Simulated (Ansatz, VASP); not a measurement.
## TePtS in two plane-wave programs

One calculation is typed for both programs; each brings its own data sets. How far apart do they land? Of the first pair: The structure shown is the start of the Ansatz relaxation below; VASP solves that cell, so the two are compared at the walk's first step.

Program: Ansatz 0.2.0. Level of theory: plane waves, with VASP 6.6.1 beside it; single point at PBE. Results are calculated unless marked as measured.

## (1) Starting point

The cell holds 3 atoms: 1 Pt, 1 S and 1 Te. Its edges and angles: a = 3.814 Å, b = 3.814 Å, c = 30.000 Å, α = 90.0°, β = 90.0°, γ = 120.0°. Vacuum lies along c.

## (2) Ansatz: relaxation, PBE

Ansatz runs on its default PAW (the set named soft_2) files.

The two programs are compared at the cell with which this relaxation starts, whose forces are those of its first step.

The input, input.yaml:

```yaml
crystal:
  lattice:
    - [3.8138508446, 0.0, 0.0]
    - [-1.9069254223, 3.3028917177, 0.0]
    - [0.0, 0.0, 30.0]
  atoms:
    - { symbol: Pt, position: [0.0, 0.0, 0.3349555741] }
    - { symbol: S, position: [0.3333333333, 0.6666666667, 0.3744644534] }
    - { symbol: Te, position: [0.6666666667, 0.3333333333, 0.2872466392] }
  periodic: [true, true, false]
kpoints:
  mp_grid: { grid: [9, 9, 1] }
hamiltonian:
  xc: pbe
scf:
  occupations: { method: gaussian, width: 0.02 }
output:
  forces: true
  stress: true
  eigenvalues: true
relax:
  adjacent_minimum: "off"
  f_tol: 0.005
  max_steps: 80
  cell: { stress_2d_tol: 0.02 }
```

The run is started by

```
$ ansatz run input.yaml --threads 8 --pin off --max-ram 14336MiB --backend cpu --events-out ev --progress --plain --runs-dir out
```

Numbers of over 12 decimals in the logs are rounded to 6 here.

The log of the run:

```text
Engine: ansatz 0.2.0, x86_64-unknown-linux-gnu
Pseudopotentials: kind: paw
Pseudopotential: Pt, paw, valence charge 18, recommended cutoff 420 eV (normal), Pt.paw.azcp
Pseudopotential: S, paw, valence charge 6, recommended cutoff 420 eV (normal), S.paw.azcp
Pseudopotential: Te, paw, valence charge 16, recommended cutoff 420 eV (normal), Te.paw.azcp
Functional definition: PBE
  parameter kappa = 0.804
  parameter beta = 0.066725
  exchange = pbe_x(kappa = kappa, mu = beta*pi^2/3)
  correlation = pbe_c(beta = beta)
Crystal: 3 atoms, lattice volume = 377.902 Å³
Basis set: ecut = 420 eV, 7361 PW (Γ), exchange–correlation on 54×54×432 points (8 copies of the dense FFT grid, shifted against one another)
Bands: 24, of which v1, the nominal top of the filled ones, is band 20 counted from 1 (19 counted from 0)
Symmetry: 6 space group operations
Space group: P3m1 (ITA 156), of the structure as read, at distance tolerance 7.2e-5 Å
k-points: 12 of 81 (time reversal used)
Non-local potential: Pt, projectors of the file, l = 0: 3, l = 1: 2, l = 2: 2, l = 3: 1
Non-local potential: S, projectors of the file, l = 0: 2, l = 1: 2, l = 2: 2
Non-local potential: Te, projectors of the file, l = 0: 2, l = 1: 2, l = 2: 2, l = 3: 2
PAW form: soft (Blöchl's): semilocal exchange-correlation on the pseudo side does not see the compensation charge
PAW one-centre angular grid: Pt, 590 points (default); XC on 64 Gauss nodes
PAW one-centre angular grid: S, 110 points (default); XC on 64 Gauss nodes
PAW one-centre angular grid: Te, 590 points (default); XC on 64 Gauss nodes
Initial density: superposition of atomic densities (neutral atoms: chi_scale 0, normalization atom), corrected by the library's trained network
Initial wavefunctions: pseudopotential atomic-orbital guess
Functional: x = pbe(κ = 0.804, μ = 0.219515), c = pbe(β = 0.066725)
SCF iter   1: F=—  HF=-20405.861717 eV  |F-HF|=—  |Δ(HF+E_count)|=         —  Δρ=1.50e-3  dr2=9.90e-3  ethr=1.77e-3  ⟨swp⟩=16.6  Hψ=2442  notcnv=0
preconditioner: auto → none  [insulator: Δε(μ)=0.902 eV  Ē_g=8.186 eV  σ=0.020 eV  W_gap=1.00  n_scr=16 (ndim 8)  ℏωp=9.0 eV  f_vac=0.783  D(μ)=0.00/eV (n_scr^D=0)  ε∞_Penn≈2.2]
SCF iter   2: F=—  HF=-20405.868027 eV  |F-HF|=—  |Δ(HF+E_count)|=   6.31e-3  Δρ=1.52e-3  dr2=8.93e-2  ethr=2.47e-5  ⟨swp⟩=5.8  Hψ=952  notcnv=0
SCF iter   3: F=—  HF=-20405.864433 eV  |F-HF|=—  |Δ(HF+E_count)|=   3.59e-3  Δρ=1.10e-3  dr2=4.70e-2  ethr=2.47e-5  ⟨swp⟩=5.5  Hψ=737  notcnv=0
SCF iter   4: F=—  HF=-20405.861614 eV  |F-HF|=—  |Δ(HF+E_count)|=   2.82e-3  Δρ=6.21e-4  dr2=1.03e-2  ethr=2.47e-5  ⟨swp⟩=2.8  Hψ=389  notcnv=0
SCF iter   5: F=—  HF=-20405.860940 eV  |F-HF|=—  |Δ(HF+E_count)|=   6.74e-4  Δρ=2.10e-4  dr2=5.10e-4  ethr=2.47e-5  ⟨swp⟩=2.9  Hψ=394  notcnv=0
SCF iter   6: F=—  HF=-20405.861048 eV  |F-HF|=—  |Δ(HF+E_count)|=   1.08e-4  Δρ=7.62e-5  dr2=4.85e-5  ethr=1.28e-6  ⟨swp⟩=3.3  Hψ=601  notcnv=0
SCF iter   7: F=—  HF=-20405.861149 eV  |F-HF|=—  |Δ(HF+E_count)|=   1.01e-4  Δρ=3.76e-5  dr2=6.59e-6  ethr=1.21e-7  ⟨swp⟩=3.0  Hψ=500  notcnv=0
SCF iter   8: F=—  HF=-20405.861153 eV  |F-HF|=—  |Δ(HF+E_count)|=   3.94e-6  Δρ=1.49e-5  dr2=1.89e-6  ethr=1.65e-8  ⟨swp⟩=3.2  Hψ=632  notcnv=0
SCF iter   9: F=—  HF=-20405.861152 eV  |F-HF|=—  |Δ(HF+E_count)|=   4.92e-8  Δρ=7.66e-6  dr2=6.15e-7  ethr=4.72e-9  ⟨swp⟩=2.2  Hψ=453  notcnv=0
SCF iter  10: F=-20405.861152 eV  HF=-20405.861152 eV  |F-HF|=1.83e-8  |Δ(HF+E_count)|=   5.53e-8  Δρ=1.08e-6  dr2=2.14e-8  ethr=2.50e-10  ⟨swp⟩=9.2  Hψ=1835  notcnv=0
SCF 1 converged in 10 iterations: F = -20405.861152 eV  dr2 = 2.14e-8
  greatest PAW one-centre occupation: 1.000 electrons in one spin orbital (limit 2), on the Pt atom at site 0 (counted from 0), in its partial waves of l = 0
relax step   1: F+E_penalty+E_count = -20405.86115238 eV  Δ(F+E_penalty+E_count) = +0.000e0 eV  max|allowed force component| = 1.964e-2 eV/Å  Δτ_max = 0.0000 Å  P = -0.023 N/m  Ω = 377.902 Å³  fix = [c, alpha, beta]  reactions: c -0.000 N/m  (10 SCF iters, dr2 threshold 1.00e-7 eV, accepted)
[...]
relax step   3: F+E_penalty+E_count = -20405.86123129 eV  Δ(F+E_penalty+E_count) = -7.891e-5 eV  max|allowed force component| = 1.826e-3 eV/Å  Δτ_max = 0.0030 Å  P = -0.025 N/m  Ω = 377.474 Å³  energy of the carried Pulay correction = +1.673e-5 eV  fix = [c, alpha, beta]  reactions: c -0.000 N/m  (11 SCF iters, accepted)
[...]
relax step   4: F+E_penalty+E_count = -20405.86124227 eV  Δ(F+E_penalty+E_count) = -1.099e-5 eV  max|allowed force component| = 1.617e-3 eV/Å  Δτ_max = 0.0004 Å  P = -0.003 N/m  Ω = 377.305 Å³  energy of the carried Pulay correction = +2.333e-5 eV  fix = [c, alpha, beta]  reactions: c -0.000 N/m  (7 SCF iters, dr2 threshold 9.70e-10 eV, accepted)
[...]
relax step   5: F+E_penalty+E_count = -20405.86121931 eV  Δ(F+E_penalty+E_count) = +2.297e-5 eV  max|allowed force component| = 1.611e-3 eV/Å  Δτ_max = 0.0000 Å  P = -0.003 N/m  Ω = 377.305 Å³  fix = [c, alpha, beta]  reactions: c -0.000 N/m  stress off target by 2.87e-3 N/m on what of the cell is left free  SCF on the basis re-selected at this cell (its energy is not comparable with the rows above)  (7 SCF iters)
basis re-selected at this cell: Δ(F+E_penalty+E_count) = +2.297e-5 eV, ΔP = +0.000 N/m vs the last step (what re-selecting the basis moved, of the pressure what is left beyond the Pulay correction that the steps carried, after the strain that the cell walked since its last selection, with what the two solves' SCF thresholds leave and, on support functions, any second-order correction that the steps lacked; it is no m [...]
SCF converged after 7 iterations
Free energy (F): -20405.861219 eV
Harris-Foulkes:  -20405.861219 eV  (|F-HF|=3.27e-11)
Internal energy: -20405.861219 eV  (E = F + TS)
E sigma→0 (E₀):  -20405.861219 eV
Fermi energy:    -5.072086 eV
--- Per-component energies (eV) ---
  E_band       = -1205.057544
  E_kinetic    = 923.038114
  E_local      = -75715.589264  (includes V_loc(G=0)·N_el)
  E_nonlocal   = -82.974680
  E_hartree    = 37418.726997
  E_xc         = -482.395273
  E_vxc        = -493.327056  (∫ρ·V_xc dr)
  E_paw        = -14716.594627  (= ΣΔE_a)
  E_vpaw       = -673.658750  (= ΣTr[D̂ρ^β])
  E_aug_tail   = 0.000020  (compensation charges beyond the density's cutoff)
  E_ewald      = 32249.927493
  E_smearing   = -0.000000  (= −TS)
  E_closure    = -0.000000  (closes the sum)
  Σ components = -20405.861219   (vs F -20405.861219, Δ=0.00e0)
--- Forces (eV/Å), atoms counted from 1 ---
  atom   1  Pt    -0.00000000    -0.00000000    -0.00161128
  atom   2  S     -0.00000000     0.00000000     0.00103468
  atom   3  Te     0.00000000     0.00000000     0.00057563
  max |Σ_I F_I| component: 9.65e-7 eV/Å
--- 2D stress c σ (N/m, compression-positive) ---
       -0.002867      -0.000000      -0.000000
       -0.000000      -0.002867      -0.000000
       -0.000000      -0.000000      -0.000000
  P = ½ c Tr σ = -0.0029 N/m
--- Band table (eV; the first three rows and the last of 12) ---
  k-point 0: bands = [... 16 lower, -7.1892, -5.9734, -5.6222, -5.6222, -2.7041 (-2.7041°), -2.7041 (-2.7041°), -1.6313, -0.5996]
  k-point 1: bands = [... 16 lower, -7.3808, -6.1198, -5.6639, -5.5886, -3.5014, -2.9079, -1.3328, -0.2951]
  k-point 2: bands = [... 16 lower, -7.8198, -6.3506, -5.9535, -5.6186, -4.3952, -3.1525, -0.7161, -0.3174]
  k-point 11: bands = [... 16 lower, -8.5381, -7.5715, -6.9630, -6.5427, -4.6261, -3.4407, -0.3892, 1.4251]
  ° read free of the cell's end (the report's vacuum.weakly_bound_levels)
--- Relaxed structure (4 steps of the walk, 3 accepted, 1 SCFs on fresh bases) ---
  F+E_penalty+E_count = -20405.86121931 eV   max|allowed force component| = 1.611e-3 eV/Å   (the final SCF, on the basis selected at the relaxed cell)
  cell:  # Å, volume = 377.3045 Å³
    - [3.810834, 0.0, 0]
    - [-1.905417, 3.300279, 0]
    - [0, 0, 30.0]
  atoms:
    - { symbol: Pt, position: [0, 0, 0.334980] }
    - { symbol: S, position: [0.333333, 0.666667, 0.374554] }
    - { symbol: Te, position: [0.666667, 0.333333, 0.287133] }
```

## (3) VASP: single point, PBE, start cell, pair 1

The same cell, functional, mesh and smearing now go to VASP, with its own data sets.

Lines of VASP's logs that name or quote its potential files are left out, and so is its time.

The input, INCAR:

```
SYSTEM = TePtS
PREC = Accurate
ENCUT = 400
EDIFF = 1E-06
NELM = 120
ISMEAR = 0
SIGMA = 0.02
LREAL = .FALSE.
ALGO = Normal
GGA = PE
NBANDS = 17
LASPH = .TRUE.
LORBIT = 11
LWAVE = .FALSE.
LCHARG = .FALSE.
ISIF = 2
LDIPOL = .TRUE.
IDIPOL = 3
DIPOL = 0.5 0.5 0.332
LVHAR = .TRUE.
GGA_COMPAT = .FALSE.
EFERMI = MIDGAP
NELMDL = -8
```

The input, POSCAR:

```
TePtS
1.0
    3.8138510000      0.0000000000      0.0000000000
   -1.9069250000      3.3028920000      0.0000000000
    0.0000000000      0.0000000000     30.0000000000
Pt S Te
1 1 1
Direct
    0.0000000000      0.0000000000      0.3349555667
    0.3333333333      0.6666666667      0.3744644667
    0.6666666667      0.3333333333      0.2872466333
```

The input, KPOINTS:

```
Automatic mesh
0
Gamma
9 9 1
0 0 0
```

PAW data sets: Pt, S and Te (PBE family, release 64).

The run is started by

```
$ mpirun -np 1 vasp_std
```

The log of the run:

```text
[banner, memory and clock lines left out]
running    1 mpi-ranks, on    1 nodes
 distrk:  each k-point on    1 cores,    1 groups
 distr:  one band on    1 cores,    1 groups

 POSCAR found type information on POSCAR PtS Te
 POSCAR found :  3 types and       3 ions
 LDA part: xc-table for (Slater+PW92), standard interpolation
 POSCAR, INCAR and KPOINTS ok, starting setup
 FFT: planning ... GRIDC
 FFT: planning ... GRID_SOFT
 FFT: planning ... GRID
 WAVECAR not read
 entering main loop
       N       E                     dE             d eps       ncg     rms          rms(c)
DAV:   1     0.159523693430E+03    0.15952E+03   -0.58385E+03   408   0.729E+02
DAV:   2     0.415321546853E+01   -0.15537E+03   -0.14801E+03   689   0.145E+02
DAV:   3    -0.149233723463E+02   -0.19077E+02   -0.18967E+02   529   0.649E+01
DAV:   4    -0.152424525500E+02   -0.31908E+00   -0.31854E+00   511   0.106E+01
DAV:   5    -0.152516832442E+02   -0.92307E-02   -0.92266E-02   623   0.175E+00
DAV:   6    -0.152518959720E+02   -0.21273E-03   -0.21272E-03   575   0.196E-01
DAV:   7    -0.152518977822E+02   -0.18102E-05   -0.18101E-05   646   0.204E-02
DAV:   8    -0.152518978088E+02   -0.26589E-07   -0.26731E-07   455   0.229E-03    0.133E+01
DAV:   9    -0.143870028919E+02    0.86489E+00   -0.55659E+00   565   0.214E+01    0.877E+00
DAV:  10    -0.142697431918E+02    0.11726E+00   -0.21160E+00   494   0.114E+01    0.352E+00
DAV:  11    -0.142005622606E+02    0.69181E-01   -0.28343E-01   554   0.395E+00    0.688E-01
DAV:  12    -0.141991427214E+02    0.14195E-02   -0.48410E-02   525   0.165E+00    0.418E-01
DAV:  13    -0.141986903244E+02    0.45240E-03   -0.49453E-03   598   0.438E-01    0.232E-01
DAV:  14    -0.141988409344E+02   -0.15061E-03   -0.87527E-04   562   0.161E-01    0.138E-01
[...]
DAV:  19    -0.141990711668E+02   -0.19461E-04   -0.98639E-07   445   0.503E-03    0.456E-03
DAV:  20    -0.141991022696E+02   -0.31103E-04   -0.22288E-06   388   0.498E-03    0.811E-04
DAV:  21    -0.141991115054E+02   -0.92358E-05   -0.56937E-07   424   0.226E-03    0.139E-03
DAV:  22    -0.141991172689E+02   -0.57634E-05   -0.26912E-07   410   0.140E-03    0.431E-04
DAV:  23    -0.141991194224E+02   -0.21535E-05   -0.86984E-08   411   0.877E-04    0.346E-04
DAV:  24    -0.141991207283E+02   -0.13059E-05   -0.21261E-08   417   0.487E-04    0.311E-04
DAV:  25    -0.141991219724E+02   -0.12441E-05   -0.44587E-08   384   0.444E-04    0.157E-04
DAV:  26    -0.141991223993E+02   -0.42695E-06   -0.64997E-09   438   0.248E-04
   1 F= -.14199122E+02 E0= -.14199122E+02  d E =0.000000E+00
```

From OUTCAR (step 3):

```text
ion  position               nearest neighbor table
   1  0.000  0.000  0.335-   2 2.50   2 2.50   2 2.50   3 2.63   3 2.63   3 2.63
   2  0.333  0.667  0.374-   1 2.50   1 2.50   1 2.50
   3  0.667  0.333  0.287-   1 2.63   1 2.63   1 2.63

  LATTYP: Found a hexagonal cell.
 ALAT       =     3.8138510000
 C/A-ratio  =     7.8660650351

 Subroutine GETGRP returns: Found  6 space group operations
 (whereof  6 operations were pure point group operations)

The static configuration has the point symmetry C_3v.

 Found     12 irreducible k-points:

   k-points           NKPTS =     12   k-points in BZ     NKDIM =     12   number of bands    NBANDS=     17

   dimension x,y,z NGX =    28 NGY =   28 NGZ =  196
   dimension x,y,z NGXF=    56 NGYF=   56 NGZF=  392

   ENCUT  =  400.0 eV  29.40 Ry    5.42 a.u.   6.22  6.22 48.92*2*pi/ulx,y,z

   NELECT =      22.0000    total number of electrons

 k-points in reciprocal lattice and weights: Automatic mesh
   0.00000000  0.00000000  0.00000000       0.012
   0.11111111  0.00000000  0.00000000       0.074
   0.22222222  0.00000000  0.00000000       0.074
   0.33333333  0.00000000  0.00000000       0.074
   0.44444444  0.00000000  0.00000000       0.074
   0.11111111  0.11111111  0.00000000       0.074
   0.22222222  0.11111111  0.00000000       0.148
   0.33333333  0.11111111  0.00000000       0.148
   0.44444444  0.11111111  0.00000000       0.074
   0.22222222  0.22222222  0.00000000       0.074
   0.33333333  0.22222222  0.00000000       0.148
   0.33333333  0.33333333  0.00000000       0.025

 dipolmoment           0.000000      0.000000      0.103756 electrons x Angstroem

 average (electrostatic) potential at core
       1 -77.6366       2 -94.6532       3 -97.8813

 E-fermi :  -2.9191

 k-point     1 :       0.0000    0.0000    0.0000
  band No.  band energies     occupation
    ...
      7      -6.4090      2.00000
      8      -5.0233      2.00000
      9      -3.8263      2.00000
     10      -3.4761      2.00000
     11      -3.4761      2.00000
     12      -0.5554      0.00000
     13      -0.5554      0.00000
     14       0.5282      0.00000
     15       1.4815      0.00000
     16       1.8583      0.00000
    ...

 k-point     2 :       0.1111    0.0000    0.0000
  band No.  band energies     occupation
    ...
      7      -6.4870      2.00000
      8      -5.2205      2.00000
      9      -3.9665      2.00000
     10      -3.5188      2.00000
     11      -3.4427      2.00000
     12      -1.3520      0.00000
     13      -0.7590      0.00000
     14       0.8266      0.00000
     15       1.7275      0.00000
     16       2.1461      0.00000
    ...

 k-point     3 :       0.2222    0.0000    0.0000
  band No.  band energies     occupation
    ...
      7      -6.6032      2.00000
      8      -5.6660      2.00000
      9      -4.1962      2.00000
     10      -3.8104      2.00000
     11      -3.4667      2.00000
     12      -2.2477      0.00000
     13      -1.0022      0.00000
     14       1.4424      0.00000
     15       1.8181      0.00000
     16       2.3085      0.00000
    ...

  Total       -0.1508189     -0.1508189     -0.0578120     -0.0000000     -0.0000000     -0.0000000
  in kB       -0.6394210     -0.6394211     -0.2451033     -0.0000001     -0.0000000     -0.0000000
  external PRESSURE =      -0.5079818 kB  Pullay stress =       0.0000000 kB

  energy-cutoff  :      400.00
  volume of cell :      377.90
      direct lattice vectors                 reciprocal lattice vectors
     3.813851000  0.000000000  0.000000000     0.262202168  0.151382446  0.000000000
    -1.906925000  3.302892000  0.000000000     0.000000000  0.302764971  0.000000000
     0.000000000  0.000000000 30.000000000     0.000000000  0.000000000  0.033333333

 POSITION                                       TOTAL-FORCE (eV/Angst)
 -----------------------------------------------------------------------------------
      0.00000      0.00000     10.04867        -0.000000      0.000000      0.005905
      0.00000      2.20193     11.23393         0.000000     -0.000000     -0.017882
      1.90693      1.10096      8.61740        -0.000000      0.000000      0.011977
 -----------------------------------------------------------------------------------
    total drift:                                0.000003     -0.000001      0.000481

  FREE ENERGIE OF THE ION-ELECTRON SYSTEM (eV)
  ---------------------------------------------------
  free  energy   TOTEN  =       -14.1991223993 eV

  energy  without entropy=      -14.1991223993  energy(sigma->0) =      -14.19912240

 vacuum level on the upper side and lower side of the slab         2.894         1.404

 total charge
# of ion       s       p       d       tot
------------------------------------------
    1        0.665   0.672   8.003   9.340
    2        1.362   2.231   0.000   3.593
    3        1.385   1.923   0.063   3.371
--------------------------------------------------
tot          3.412   4.825   8.066  16.303

[... 3 further parts left out ...]
```

The run ends at a pressure of -0.05 GPa, with forces up to 0.018 eV/Å.

## (4) Comparison

Known differences besides the potentials themselves: Ansatz cuts the interaction across the vacuum, VASP repeats the sheet with a dipole correction; the data sets hold 40 valence electrons in Ansatz (on its default PAW (the set named soft_2) files) and 22 in VASP; the cutoff is 420 eV in Ansatz and 400 eV in VASP. Total energies have different zeros and are not compared.

At this near-relaxed geometry the largest component of a force difference is 32 meV/Å. With vacuum in the cell, a pressure given here is an average over mostly empty space and none of the material.

## (5) What the set-up changes

Further runs change the set-up of one program: Ansatz's method, potentials or start, or VASP's data sets, cutoff or form of LDA. The table gives that difference for each run.

| run | r.m.s. force difference (meV/Å) |
| --- | --- |
| as above | 14 |
| VASP with the data sets Pt, S and Te_sv_GW and a cutoff of 520 eV | 12 |

(Continued in part 2 of 2.)

[Lines on the potential files, build, host, timing and source positions are cut from VASP's logs without a mark.]

[Logs are printed without paths, hosts, clocks, repeated set-up lines and the standing remarks that a program may print on its own settings, such as how far it seeks lower states.]

[Hosts, paths, dates, database ids (printed as entryN), source tags and the programs' standing remarks are cut or masked in the printed files.]
